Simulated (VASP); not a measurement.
Method: TPSS meta-GGA, VASP's PBE PAW potentials (set 64) (plane waves; VASP).

The input files of a VASP run:

File KPOINTS:
```
kpoints
0
gamma
4 4 4
```

### INCAR
```
# general
SYSTEM   =  CsSnI3
PREC     =  Accurate
ENCUT    =  520   # plane-wave cut-off (eV)
LREAL    =  .FALSE.
LASPH    =  .TRUE.

# electronic loop
EDIFF    =  1E-7   # SCF stop (eV)
NELM     =  100   # most electronic steps
ALGO     =  Normal
LMAXMIX  =  4
LMIXTAU  =  .TRUE.

# smearing
ISMEAR   =  0
SIGMA    =  0.05   # width (eV)

# functional
METAGGA  =  TPSS

# ions
ISIF     =  2   # forces and stress, cell fixed

# output
LWAVE    =  .FALSE.
LCHARG   =  .FALSE.
```

**POSCAR**
```
CsSnI3
6.3610670
  1.0000000231   0.0000000000   0.0000000000
  0.0000000000   1.0000000231   0.0000000000
  0.0000000000   0.0000000000   1.0000000231
Cs Sn I
1 1 3
direct
  0.0000000000   0.0000000000   0.0000000000
  0.5000000000   0.5000000000   0.5000000000
  0.5000000000   0.0000000000   0.5000000000
  0.0000000000   0.5000000000   0.5000000000
  0.5000000000   0.5000000000   0.0000000000
```

POTCAR, in this order: Cs_sv Sn_d I (PBE.64 set). Program: vasp_std.

**Question.** What will the output report for the number of irreducible k-points (NKPTS), largest plane-wave count, number of space-group operations, FFT grid (NGX, NGY, NGZ)?

**Answer.** 
```
Quantity                                      Result
--------------------------------------  ------------
number of irreducible k-points (NKPTS)            10
largest plane-wave count                        6968
number of space-group operations                  48
FFT grid (NGX, NGY, NGZ)                48 × 48 × 48
```

The compound is CsSnI3 in the cubic perovskite structure, the ideal cubic form; the compound distorts at low or room temperature. This cell is one point of a volume scan, at 1.06 of the reference volume.
